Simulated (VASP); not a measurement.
Computed with optB86b-vdW, VASP's PBE PAW potentials (set 64) (plane waves; VASP 6.6.1).

A VASP calculation is set up with these files.

KPOINTS:
```
Automatic
0
Gamma
  10 10 10
0 0 0
```

POSCAR:
```
KF
1
    0.0000000000     2.6664459059     2.6664459059
    2.6664459059    -0.0000000000     2.6664459059
    2.6664459059     2.6664459059    -0.0000000000
K F
1 1
Direct
  0.0000000000   0.0000000000   0.0000000000
  0.5000000000   0.5000000000   0.5000000000
```

INCAR:
```
SYSTEM = KF
PREC = Accurate
ENCUT = 520
EDIFF = 1E-7
NELM = 100
ALGO = Normal
LREAL = .FALSE.
LASPH = .TRUE.
ISMEAR = -5
GGA = MK
PARAM1 = 0.1234
PARAM2 = 1.0
LUSE_VDW = .TRUE.
AGGAC = 0.0
LWAVE = .FALSE.
LCHARG = .TRUE.
LORBIT = 11
NEDOS = 601
ISIF = 2
```

POTCAR, in this order: K_sv F (PBE.64 set). Program: vasp_std.

Output of the run:

### OUTCAR
```
 ion  position               nearest neighbor table
   1  0.000  0.000  0.000-   2 2.67   2 2.67   2 2.67   2 2.67   2 2.67   2 2.67
   2  0.500  0.500  0.500-   1 2.67   1 2.67   1 2.67   1 2.67   1 2.67   1 2.67
  LATTYP: Found a face centered cubic cell.
 ALAT       =     5.3328918118
 Subroutine PRICEL returns:
 Original cell was already a primitive cell.
 Subroutine GETGRP returns: Found 48 space group operations
The static configuration has the point symmetry O_h .
The dynamic configuration has the point symmetry O_h .
 Subroutine INISYM returns: Found 48 space group operations
 Subroutine IBZKPT returns following result:
 Found     47 irreducible k-points:

 Following reciprocal coordinates:
            Coordinates               Weight
  0.000000  0.000000  0.000000      1.000000
  0.100000  0.000000  0.000000      8.000000
  0.200000  0.000000  0.000000      8.000000
  0.300000  0.000000  0.000000      8.000000
  0.400000  0.000000  0.000000      8.000000
  0.500000  0.000000  0.000000      4.000000
  0.100000  0.100000  0.000000      6.000000
  0.200000  0.100000  0.000000     24.000000
  0.300000  0.100000  0.000000     24.000000
  0.400000  0.100000  0.000000     24.000000
  0.500000  0.100000  0.000000     24.000000
 -0.400000  0.100000  0.000000     24.000000
 -0.300000  0.100000  0.000000     24.000000
 -0.200000  0.100000  0.000000     24.000000
 -0.100000  0.100000  0.000000     12.000000
  0.200000  0.200000  0.000000      6.000000
  0.300000  0.200000  0.000000     24.000000
  0.400000  0.200000  0.000000     24.000000
  0.500000  0.200000  0.000000     24.000000
 -0.400000  0.200000  0.000000     24.000000
 -0.300000  0.200000  0.000000     24.000000
 -0.200000  0.200000  0.000000     12.000000
  0.300000  0.300000  0.000000      6.000000
  0.400000  0.300000  0.000000     24.000000
  0.500000  0.300000  0.000000     24.000000
 -0.400000  0.300000  0.000000     24.000000
 -0.300000  0.300000  0.000000     12.000000
  0.400000  0.400000  0.000000      6.000000
  0.500000  0.400000  0.000000     24.000000
 -0.400000  0.400000  0.000000     12.000000
  0.500000  0.500000  0.000000      3.000000
  0.300000  0.200000  0.100000     24.000000
  0.400000  0.200000  0.100000     48.000000
  0.500000  0.200000  0.100000     48.000000
 -0.400000  0.200000  0.100000     24.000000
  0.400000  0.300000  0.100000     24.000000
  0.500000  0.300000  0.100000     48.000000
 -0.400000  0.300000  0.100000     48.000000
 -0.300000  0.300000  0.100000     48.000000
 -0.200000  0.300000  0.100000     24.000000
   k-points           NKPTS =     47   k-points in BZ     NKDIM =     47   number of bands    NBANDS=     12
   number of dos      NEDOS =    601   number of ions     NIONS =      2
   total plane-waves  NPLWV =  21952
   dimension x,y,z NGX =    28 NGY =   28 NGZ =   28
   dimension x,y,z NGXF=    56 NGYF=   56 NGZF=   56
   ions per type =               1   1
   PREC   = accura    normal or accurate (medium, high low for compatibility)
   ISTART =      0    job   : 0-new  1-cont  2-samecut
   ICHARG =      2    charge: 1-file 2-atom 10-const
   ISPIN  =      1    spin polarized calculation?
   LNONCOLLINEAR =      F non collinear calculations
   LSORBIT =      F    spin-orbit coupling
   INIWAV =      1    electr: 0-lowe 1-rand  2-diag
   ENCUT  =  520.0 eV  38.22 Ry    6.18 a.u.   7.01  7.01  7.01*2*pi/ulx,y,z
   NELM   =    100;   NELMIN=  2; NELMDL= -5     # of ELM steps
   EDIFF  = 0.1E-06   stopping-criterion for ELM
   LREAL  =      F    real-space projection
   NLSPLINE    = F    spline interpolate recip. space projectors
   LMAXMIX     =    2 max onsite mixed and CHGCAR
...
```

OSZICAR:
```
       N       E                     dE             d eps       ncg     rms          rms(c)
DAV:   1     0.121114878642E+03    0.12111E+03   -0.85953E+03  1128   0.130E+03
DAV:   2    -0.773151732981E+00   -0.12189E+03   -0.11285E+03  1472   0.331E+02
DAV:   3    -0.544977055769E+01   -0.46766E+01   -0.46555E+01  1428   0.615E+01
DAV:   4    -0.558820384504E+01   -0.13843E+00   -0.13834E+00  1768   0.905E+00
DAV:   5    -0.558918350813E+01   -0.97966E-03   -0.97964E-03  1416   0.912E-01    0.629E+00
DAV:   6    -0.437491538210E+01    0.12143E+01   -0.42569E+00  1208   0.184E+01    0.403E+00
DAV:   7    -0.434632722806E+01    0.28588E-01   -0.12513E-01  1516   0.319E+00    0.246E+00
DAV:   8    -0.434007937675E+01    0.62479E-02   -0.57316E-02  1216   0.280E+00    0.212E-01
DAV:   9    -0.434143199624E+01   -0.13526E-02   -0.65329E-03  1552   0.669E-01    0.121E-01
DAV:  10    -0.434185019136E+01   -0.41820E-03   -0.88467E-04  1308   0.302E-01    0.617E-02
DAV:  11    -0.434198071722E+01   -0.13053E-03   -0.32014E-04  1192   0.148E-01    0.221E-02
DAV:  12    -0.434196854057E+01    0.12177E-04   -0.74358E-05  1468   0.736E-02    0.737E-03
DAV:  13    -0.434196784663E+01    0.69393E-06   -0.35396E-06  1252   0.197E-02    0.308E-03
DAV:  14    -0.434196768976E+01    0.15688E-06   -0.95699E-07  1420   0.811E-03    0.889E-04
DAV:  15    -0.434196771162E+01   -0.21868E-07   -0.32173E-08   832   0.198E-03
   1 F= -.43419677E+01 E0= -.43419677E+01  d E =0.000000E+00
```

### OUTCAR
```
------------------------ aborting loop because EDIFF is reached ----------------------------------------
  FORCE on cell =-STRESS in cart. coord.  units (eV):
  Direction    XX          YY          ZZ          XY          YZ          ZX
  --------------------------------------------------------------------------------------
  Total       -0.0220415     -0.0220415     -0.0220415      0.0000000     -0.0000000      0.0000000
  in kB       -0.9313715     -0.9313715     -0.9313715      0.0000000     -0.0000000      0.0000000
  external PRESSURE =      -0.9313715 kB  Pullay stress =       0.0000000 kB
  volume of cell :       37.92
      direct lattice vectors                 reciprocal lattice vectors
     0.000000000  2.666445906  2.666445906    -0.187515524  0.187515524  0.187515524
     2.666445906  0.000000000  2.666445906     0.187515524 -0.187515524  0.187515524
     2.666445906  2.666445906  0.000000000     0.187515524  0.187515524 -0.187515524
  FREE ENERGIE OF THE ION-ELECTRON SYSTEM (eV)
  ---------------------------------------------------
  free  energy   TOTEN  =        -4.3419677116 eV

  energy  without entropy=       -4.3419677116  energy(sigma->0) =       -4.34196771

 total charge

# of ion       s       p       d       tot
------------------------------------------
    1        1.957   5.572   0.033   7.562
    2        1.726   4.348   0.000   6.074
--------------------------------------------------
tot          3.682   9.920   0.033  13.636
```
(Selected blocks of OUTCAR.)

**OUTCAR**
```
 val. band max:       -2.9392398501   @ k =   0.0000   0.0000   0.0000

 cond. band min:       3.2611420132   @ k =   0.0000   0.0000   0.0000


 Fermi energy:        -2.9319909660

 k-point     1 :       0.0000    0.0000    0.0000
  band No.  band energies     occupation
      1     -28.9195      2.00000
      2     -21.4702      2.00000
      3     -12.2225      2.00000
      4     -12.2225      2.00000
      5     -12.2225      2.00000
      6      -2.9393      2.00000
      7      -2.9392      2.00000
      8      -2.9392      2.00000
      9       3.2611      0.00000
     10       7.7541      0.00000
     11       7.7541      0.00000
     12       7.7541      0.00000

 k-point     2 :       0.1000    0.0000    0.0000
  band No.  band energies     occupation
      1     -28.9102      2.00000
      2     -21.4796      2.00000
      3     -12.2497      2.00000
      4     -12.2262      2.00000
      5     -12.2262      2.00000
      6      -3.0331      2.00000
      7      -2.9742      2.00000
      8      -2.9742      2.00000
      9       3.5446      0.00000
     10       7.5839      0.00000
     11       7.8917      0.00000
     12       7.8917      0.00000

 k-point     3 :       0.2000    0.0000    0.0000
  band No.  band energies     occupation
      1     -28.8855      2.00000
      2     -21.5026      2.00000
      3     -12.3204      2.00000
      4     -12.2356      2.00000
      5     -12.2356      2.00000
      6      -3.2565      2.00000
      7      -3.0644      2.00000
      8      -3.0644      2.00000
      9       4.2997      0.00000
     10       7.2755      0.00000
     11       8.2617      0.00000
     12       8.2617      0.00000

 k-point     4 :       0.3000    0.0000    0.0000
  band No.  band energies     occupation
      1     -28.8548      2.00000
      2     -21.5315      2.00000
      3     -12.4068      2.00000
      4     -12.2471      2.00000
      5     -12.2471      2.00000
      6      -3.4996      2.00000
...
```

The compound is KF in the rock salt structure. It was relaxed first.
